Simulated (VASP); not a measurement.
Nb3B5:

```
CELL_PARAMETERS angstrom
-2.83139 2.83139 2.83139
2.83139 -2.83139 2.83139
2.83139 2.83139 -2.83139
ATOMIC_POSITIONS crystal
Nb 0.00000 0.50000 0.50000
Nb 0.50000 0.00000 0.50000
Nb 0.50000 0.50000 0.00000
B 0.55122 0.55122 0.55122
B 0.00000 0.00000 0.44878
B 0.00000 0.44878 0.00000
B 0.44878 0.00000 0.00000
B 0.00000 0.00000 0.00000
```

The cell was built by a generator and needn't be a form met in nature.

| Quantity | Value |
| --- | --- |
| Program | VASP 6.6.1 |
| Task | relaxation of cell and atoms |
| Functional | PBE |
| Potentials or basis | VASP PAW PBE potentials, release 64 (Nb_sv, B) |
| Cutoff | 520 eV |
| k mesh | 4 × 4 × 4 |
| Occupations | gaussian, width 0.15 eV |
| Spin | no spin polarisation |

At the start: pressure -9.7 GPa; volume 11.35 Å³/atom.

Q: Where does the relaxation end?

A: Over 10 steps the energy falls by 186.8 meV/atom and the volume is 10.99 Å³/atom (-3.1 %); space group I-43m (No. 217, to 0.05 Å).

The path:
```csv
step,energy change (eV),largest force (eV/Å),pressure (GPa),volume (Å³)
1,0.0000,1.3053,-9.73,90.79
2,-0.3024,1.3561,13.40,82.04
3,-0.3420,1.3566,6.18,84.16
4,-0.8424,1.1863,6.57,84.07
5,-1.0474,1.5381,14.89,83.78
6,-1.3071,0.5697,8.66,83.94
7,-1.3527,0.3207,11.34,83.86
8,-1.3707,0.0602,10.21,83.89
9,-1.1907,0.0085,-13.39,94.72
10,-1.4940,0.0226,-0.45,87.95
```

Final structure:
```
CELL_PARAMETERS angstrom
-2.80148 2.80148 2.80148
2.80148 -2.80148 2.80148
2.80148 2.80148 -2.80148
ATOMIC_POSITIONS crystal
Nb 0.00000 0.50000 0.50000
Nb 0.50000 0.00000 0.50000
Nb 0.50000 0.50000 0.00000
B 0.62243 0.62243 0.62243
B 0.00000 0.00000 0.37757
B 0.00000 0.37757 0.00000
B 0.37757 0.00000 0.00000
B 0.00000 0.00000 0.00000
```

Caveat: the k mesh is coarse (spacing up to 0.39 Å⁻¹), so the values aren't converged.
